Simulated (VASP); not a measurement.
Consider the following.

```
CELL_PARAMETERS angstrom
      0.00000     3.12862     3.12862
      3.12862     0.00000     3.12862
      3.12862     3.12862     0.00000
ATOMIC_POSITIONS crystal
  Na 0.00000 0.00000 0.00000
  I  0.50000 0.50000 0.50000
```

All values below come from r2SCAN+rVV10, VASP's PBE PAW potentials (set 64) (plane waves; VASP). Run with 520 eV cut-off, 7×7×7 Γ-centred mesh, Gaussian smearing of 0.050 eV, potentials Na_pv I.

Give the stress tensor in GPa (positive for a compressed cell).

```
1.47  0.00  0.00
0.00  1.47  0.00
0.00  0.00  1.47
```
The pressure is its mean diagonal, 1.47 GPa.

The compound is NaI in the rock salt structure. This cell is one point of a volume scan, at 0.94 of the reference volume.
